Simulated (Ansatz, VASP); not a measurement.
## Two plane-wave programs on Na3Al

The input INCAR:

```
SYSTEM = Na3Al
PREC = Accurate
ENCUT = 520
EDIFF = 1E-6
ISMEAR = 1
SIGMA = 0.1
LREAL = .False.
LASPH = .True.
NELM = 80
ALGO = Normal
ISIF = 2
LWAVE = .False.
LCHARG = .True.
GGA = CA
LELF = .True.
LVHAR = .True.
NBANDS = 20
```

File KPOINTS:

```
Automatic mesh
0
Gamma
  5 5 5
  0 0 0
```

File POSCAR:

```
Na3Al
1.0
    0.0000000000      3.8330040000      3.8330040000
    3.8330040000      0.0000000000      3.8330040000
    3.8330040000      3.8330040000      0.0000000000
Na Al
3 1
Direct
    0.2500000000      0.2500000000      0.2500000000
    0.7500000000      0.7500000000      0.7500000000
    0.5000000000      0.5000000000      0.5000000000
    0.0000000000      0.0000000000      0.0000000000
```

Input for Ansatz:

```yaml
crystal:
  lattice:
    - [0.0, 3.833004, 3.833004]
    - [3.833004, 0.0, 3.833004]
    - [3.833004, 3.833004, 0.0]
  atoms:
    - { symbol: Na, position: [0.25, 0.25, 0.25] }
    - { symbol: Na, position: [0.75, 0.75, 0.75] }
    - { symbol: Na, position: [0.5, 0.5, 0.5] }
    - { symbol: Al, position: [0.0, 0.0, 0.0] }
basis:
  ecutwfc: 476.19925930478996
kpoints:
  mp_grid:
    grid: [5, 5, 5]
hamiltonian:
  xc: lda
scf:
  occupations:
    method: cold
    width: 0.1
output:
  forces: true
  stress: true
```

The cell comes from a database or a generator and needn't be the stable form of this composition.

Alike in both runs: task single point; functional LDA; k mesh 5 × 5 × 5; no spin polarisation.

|  | VASP | Ansatz |
| --- | --- | --- |
| version | VASP 6.6.1 | Ansatz 0.2.0 |
| potentials or method | VASP PAW LDA potentials, release 64 (Na_pv, Al) | plane waves, PAW |
| plane-wave cutoff (eV) | 520 | 476 |
| occupations | methfessel-paxton of order 1, width 0.1 eV | cold, width 0.1 eV |
| valence electrons in the cell | 24 | 30 |

|  | VASP | Ansatz | Ansatz less VASP |
| --- | --- | --- | --- |
| pressure (GPa) | -1.2 | -1.2 | +0.01 |

The two sets of potentials don't hold the same shells in valence.
